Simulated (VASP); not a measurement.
Input:

```yaml
crystal:
  lattice:
    - [4.19545, 0.00000, 0.00000]
    - [0.00000, 4.19545, 0.00000]
    - [0.00000, 0.00000, 2.68309]
  atoms:
    - { symbol: Si, position: [0.50000, 0.50000, 0.50000] }
    - { symbol: Si, position: [0.00000, 0.00000, 0.00000] }
    - { symbol: O, position: [0.69408, 0.69408, 0.00000] }
    - { symbol: O, position: [0.30592, 0.30592, 0.00000] }
    - { symbol: O, position: [0.80592, 0.19408, 0.50000] }
    - { symbol: O, position: [0.19408, 0.80592, 0.50000] }
```

Level of theory: PBEsol GGA, VASP's PBE PAW potentials (set 64) (plane waves; VASP). Settings: 520 eV cut-off, 6×6×9 Γ-centred mesh, tetrahedra with Blöchl corrections, potentials Si O.

The cores are frozen, which limits the accuracy of field gradients.

Problem. Give the principal components of the electric field gradient (V/Å²) and the asymmetry η at each nucleus.

Solution. 
| atom | Vxx | Vyy | Vzz | η |
|---|---|---|---|---|
| Si1 | -16.6 | -2.8 | 19.4 | 0.71 |
| Si2 | -16.6 | -2.8 | 19.4 | 0.71 |
| O3 | 62.2 | 46.8 | -109.0 | 0.14 |
| O4 | 62.2 | 46.8 | -109.0 | 0.14 |
| O5 | 62.2 | 46.8 | -109.0 | 0.14 |
| O6 | 62.2 | 46.8 | -109.0 | 0.14 |

The structure comes from a computed database's SiO2 entry (P4_2/mnm); how it stands against other phases isn't given here. It was relaxed first.
